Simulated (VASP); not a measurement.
Computed with optB88-vdW, VASP's PBE PAW potentials (set 64) (plane waves; VASP 6.6.1).

VASP input:

### KPOINTS
```
K-points
0
gamma
12 12 12
0 0 0
```

INCAR:
```
SYSTEM = BN
PREC = Accurate; ENCUT = 520; LREAL = .False.
LASPH = .True.
EDIFF = 1E-7; NELM = 100; ALGO = Normal
ISMEAR = 0; SIGMA = 0.05
GGA = BO; LUSE_VDW = .True.; AGGAC = 0.0
PARAM1 = 0.1833333333; PARAM2 = 0.22
ISIF = 2
LWAVE = .False.; LCHARG = .False.
```

**POSCAR**
```
BN
1
    0.0000000000     1.8476810758     1.8476810758
    1.8476810758     0.0000000000     1.8476810758
    1.8476810758     1.8476810758     0.0000000000
B N
1 1
Direct
  0.0000000000   0.0000000000   0.0000000000
  0.2500000000   0.2500000000   0.2500000000
```

POTCAR, in this order: B N (PBE.64 set). Program: vasp_std.

Output

OSZICAR:
```
       N       E                     dE             d eps       ncg     rms          rms(c)
DAV:   1     0.100534340534E+02    0.10053E+02   -0.52608E+03  1224   0.984E+02
DAV:   2    -0.162819137253E+02   -0.26335E+02   -0.25152E+02  1640   0.169E+02
DAV:   3    -0.164750806742E+02   -0.19317E+00   -0.19317E+00  1280   0.178E+01
DAV:   4    -0.164752935310E+02   -0.21286E-03   -0.21286E-03  1632   0.517E-01
DAV:   5    -0.164752935781E+02   -0.47112E-07   -0.47112E-07  1216   0.620E-03    0.670E+00
DAV:   6    -0.155342094944E+02    0.94108E+00   -0.44264E+00  1504   0.150E+01    0.306E+00
DAV:   7    -0.154773024580E+02    0.56907E-01   -0.75045E-02  1520   0.281E+00    0.183E+00
DAV:   8    -0.154607727018E+02    0.16530E-01   -0.54726E-02  1424   0.201E+00    0.173E-01
DAV:   9    -0.154608328578E+02   -0.60156E-04   -0.67007E-04  1168   0.278E-01    0.816E-02
DAV:  10    -0.154608992677E+02   -0.66410E-04   -0.11232E-04  1552   0.131E-01    0.135E-02
DAV:  11    -0.154609020371E+02   -0.27694E-05   -0.62087E-06  1248   0.234E-02    0.721E-03
DAV:  12    -0.154609019928E+02    0.44299E-07   -0.13817E-06  1288   0.951E-03    0.311E-04
DAV:  13    -0.154609019898E+02    0.29303E-08   -0.22968E-08   576   0.181E-03
   1 F= -.15460902E+02 E0= -.15460902E+02  d E =-.649914E-15
```

OUTCAR:
```
------------------------ aborting loop because EDIFF is reached ----------------------------------------
  FORCE on cell =-STRESS in cart. coord.  units (eV):
  Direction    XX          YY          ZZ          XY          YZ          ZX
  --------------------------------------------------------------------------------------
  Total       -1.5427907     -1.5427907     -1.5427907     -0.0000000     -0.0000000     -0.0000000
  in kB     -195.9325453   -195.9325453   -195.9325453     -0.0000000     -0.0000000     -0.0000000
  external PRESSURE =    -195.9325453 kB  Pullay stress =       0.0000000 kB
  volume of cell :       12.62
      direct lattice vectors                 reciprocal lattice vectors
     0.000000000  1.847681076  1.847681076    -0.270609472  0.270609472  0.270609472
     1.847681076  0.000000000  1.847681076     0.270609472 -0.270609472  0.270609472
     1.847681076  1.847681076  0.000000000     0.270609472  0.270609472 -0.270609472
  FREE ENERGIE OF THE ION-ELECTRON SYSTEM (eV)
  ---------------------------------------------------
  free  energy   TOTEN  =       -15.4609019898 eV

  energy  without entropy=      -15.4609019898  energy(sigma->0) =      -15.46090199
```
(Selected blocks of OUTCAR.)

### OUTCAR
```
 val. band max:        6.4544615298   @ k =   0.0000   0.0000   0.0000

 cond. band min:      11.0632846399   @ k =   0.5000   0.5000   0.0000


 Fermi energy:         6.7046886357

 k-point     1 :       0.0000    0.0000    0.0000
  band No.  band energies     occupation
      1     -12.9061      2.00000
      2       6.4545      2.00000
      3       6.4545      2.00000
      4       6.4545      2.00000
      5      15.0408      0.00000
      6      15.0408      0.00000
      7      15.0408      0.00000
      8      15.9387      0.00000

 k-point     2 :       0.0833    0.0000    0.0000
  band No.  band energies     occupation
      1     -12.7469      2.00000
      2       5.5984      2.00000
      3       6.2892      2.00000
      4       6.2892      2.00000
      5      15.1559      0.00000
      6      15.2923      0.00000
      7      15.2923      0.00000
      8      16.5415      0.00000

 k-point     3 :       0.1667    0.0000    0.0000
  band No.  band energies     occupation
      1     -12.2760      2.00000
      2       3.6251      2.00000
      3       5.8845      2.00000
      4       5.8845      2.00000
      5      15.3412      0.00000
      6      15.8831      0.00000
      7      15.8831      0.00000
      8      17.8962      0.00000

 k-point     4 :       0.2500    0.0000    0.0000
  band No.  band energies     occupation
      1     -11.5189      2.00000
      2       1.3070      2.00000
      3       5.4137      2.00000
      4       5.4137      2.00000
      5      15.5464      0.00000
      6      16.4653      0.00000
      7      16.4653      0.00000
      8      19.2599      0.00000

 k-point     5 :       0.3333    0.0000    0.0000
  band No.  band energies     occupation
      1     -10.5413      2.00000
      2      -0.9300      2.00000
      3       5.0095      2.00000
      4       5.0095      2.00000
      5      15.7325      0.00000
      6      16.7924      0.00000
      7      16.7924      0.00000
...
```

The compound is BN in the zinc blende structure. This cell is one point of a volume scan, at 1.06 of the reference volume.
